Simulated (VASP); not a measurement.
Given:

```
CELL_PARAMETERS angstrom
      0.00000     2.46136     2.46136
      2.46136     0.00000     2.46136
      2.46136     2.46136     0.00000
ATOMIC_POSITIONS crystal
  Be 0.00000 0.00000 0.00000
  S  0.25000 0.25000 0.25000
```

Level of theory: r2SCAN meta-GGA, VASP's PBE PAW potentials (set 64) (plane waves; VASP). Numerical set-up: 480 eV cut-off, 8×8×8 Γ-centred mesh, Gaussian smearing of 0.050 eV, potentials Be S.

Q: Predict the energy per atom (σ→0), pressure.

A: 
| Item | Result |
|---|---|
| energy per atom (σ→0) | -713.0 kJ/mol-atom |
| pressure | -2.82 GPa |

The absolute energy has meaning only against runs of the same code, potentials and settings.

The compound is BeS in the zinc blende structure. This cell was strained or had an atom moved on purpose.
